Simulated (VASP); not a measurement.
# NaHF2 (space group R-3m): computed properties

These are PBEsol GGA, VASP's PBE PAW potentials (set 64) (plane waves; VASP) values and carry that method's errors.

* **space group**: R-3m (166)
* **cell**: a = 3.4401 Å, b = 3.4401 Å, c = 13.8511 Å, α = 90.00°, β = 90.00°, γ = 120.00°
* **volume per atom**: 11.83 Å^3/atom
* **band gap (over mesh and band path)**: 6.92 eV
* **smallest direct gap (over mesh and band path)**: 7.12 eV
* **band-edge character**: indirect, T to Γ
* **density**: 2.18 g/cm³
* **mean ε∞ (independent particles)**: 1.74

Space group R-3m, hexagonal axes (No. 166); a = b = 3.4401 Å, c = 13.8511 Å, α = β = 90.00°, γ = 120.00°

```
atom  site  symmetry       x       y       z
----  ----  --------  ------  ------  ------
Na      3a       -3m  0.0000  0.0000  0.0000
H       3b       -3m  0.0000  0.0000  0.5000
F       6c        3m  0.0000  0.0000  0.4174
```
(The calculation used a cell of 4 atoms; values per cell refer to that cell.)

The structure comes from a computed database's NaHF2 entry (R-3m); how it stands against other phases isn't given here. It was relaxed first. Symmetry was kept, so distortions that lower it aren't found.
